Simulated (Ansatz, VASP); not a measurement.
One calculation of Rb3Ba, two programs

```xyz
4
Lattice="0.0000 5.5144 5.5144 5.5144 0.0000 5.5144 5.5144 5.5144 0.0000" Properties=species:S:1:pos:R:3 pbc="T T T"
Rb    2.7572    2.7572    2.7572
Rb    8.2716    8.2716    8.2716
Rb    5.5144    5.5144    5.5144
Ba    0.0000    0.0000    0.0000
```

Alike in both runs: task single point; functional RPBE; k mesh 2 × 2 × 2; occupations gaussian, width 0.1 eV; no spin polarisation.

|  | VASP | Ansatz |
| --- | --- | --- |
| version | VASP 6.6.1 | Ansatz 0.2.0 |
| potentials or method | VASP PAW PBE potentials, release 64 (Rb_sv, Ba_sv) | scalar-relativistic, plane waves, PAW |
| plane-wave cutoff (eV) | 520 | 420 |
| valence electrons in the cell | 37 | 37 |

```tsv
	VASP	Ansatz	Ansatz less VASP
gap on the k mesh at the Fermi level (eV)	none	none	-
pressure (GPa)	0.2	0.2	0.00
```

A gap of «none» marks a metal or a gap that the smearing closes. The functional is the same, so the differences come from potentials, cutoffs and numerics.

Caveats: the k mesh is coarse (spacing up to 0.49 Å⁻¹), so the values aren't converged; the PAW data sets were made with another functional, which shifts forces and pressure a little (VASP). The runs have no spin-orbit coupling, so splittings on Ba are missing.
